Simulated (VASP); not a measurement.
A convergence study with VASP on BaTiO$_{3}$ (space group P4mm): a few settings are varied, all else stays as given below, so the limit is that of these other settings.

```yaml
crystal:
  lattice:
    - [3.97005, 0.00000, 0.00000]
    - [0.00000, 3.97005, 0.00000]
    - [0.00000, 0.00000, 4.01980]
  atoms:
    - { symbol: Ba, position: [0.00000, 0.00000, 0.01244] }
    - { symbol: Ti, position: [0.50000, 0.50000, 0.51300] }
    - { symbol: O, position: [0.50000, 0.50000, 0.97700] }
    - { symbol: O, position: [0.00000, 0.50000, 0.48700] }
    - { symbol: O, position: [0.50000, 0.00000, 0.48700] }
```

Method: PBE GGA, VASP's PBE PAW potentials (set 64) (plane waves; VASP 6.6.1). The last row used: 400 eV cut-off, 13×13×13 Γ-centred mesh shifted by (0.5, 0.5, 0.5), Fermi-Dirac smearing of 0.020 eV, potentials Ba_sv Ti_sv O.

```
setting        E (eV/atom)  pressure (GPa)  largest force (eV/Å)  irreducible k-points
-------------  -----------  --------------  --------------------  --------------------
2×2×2 mesh         -8.0569            2.38                 0.846                     1
3×3×3 mesh         -8.0086            2.62                 0.365                     6
4×4×4 mesh         -8.0003            2.74                 0.370                     6
5×5×4 mesh         -7.9993            2.70                 0.367                    12
5×5×5 mesh         -7.9985            2.70                 0.368                    18
6×6×6 mesh         -7.9986            2.72                 0.368                    18
7×7×7 mesh         -7.9985            2.72                 0.367                    40
8×8×8 mesh         -7.9986            2.72                 0.367                    40
9×9×9 mesh         -7.9985            2.72                 0.367                    75
10×10×10 mesh      -7.9984            2.71                 0.368                    75
11×11×11 mesh      -7.9986            2.72                 0.367                   126
12×12×12 mesh      -7.9986            2.72                 0.368                   126
13×13×13 mesh      -7.9985            2.72                 0.368                   196
```

Left out are rungs that failed or repeat a setting and relaxations that didn't move; long series are thinned to 24 rows.

The structure is a typed BaTiO3 crystal (space group no. 99). The cell was not relaxed at this level, forces remain on its atoms.
